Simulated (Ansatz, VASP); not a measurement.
**LaBi in VASP and in Ansatz**

```
CELL_PARAMETERS angstrom
0.00000 3.28250 3.28250
3.28250 0.00000 3.28250
3.28250 3.28250 0.00000
ATOMIC_POSITIONS crystal
La 0.00000 0.00000 0.00000
Bi 0.50000 0.50000 0.50000
```

Alike in both runs: task relaxation of cell and atoms; functional LDA; k mesh 9 × 9 × 9; occupations fermi-dirac, width 0.1 eV; no spin polarisation.

|  | VASP | Ansatz |
| --- | --- | --- |
| version | VASP 6.6.1 | Ansatz 0.2.0 |
| potentials or method | VASP PAW LDA potentials, release 64 (La, Bi_d) | plane waves, PAW |
| plane-wave cutoff (eV) | 600 | 420 |
| valence electrons in the cell | 26 | 26 |

```csv
,VASP,Ansatz,Ansatz less VASP
relaxed volume (Å³/atom),34.38,34.38,-0.002
relaxed cell length with the largest relative difference (Å),4.599,4.599,-0.0001
energy change over the relaxation (meV/atom),-5,-5,-0.3
```

 LDA usually gives volumes a few per cent too small. Zero-point motion and thermal expansion aren't in these numbers.
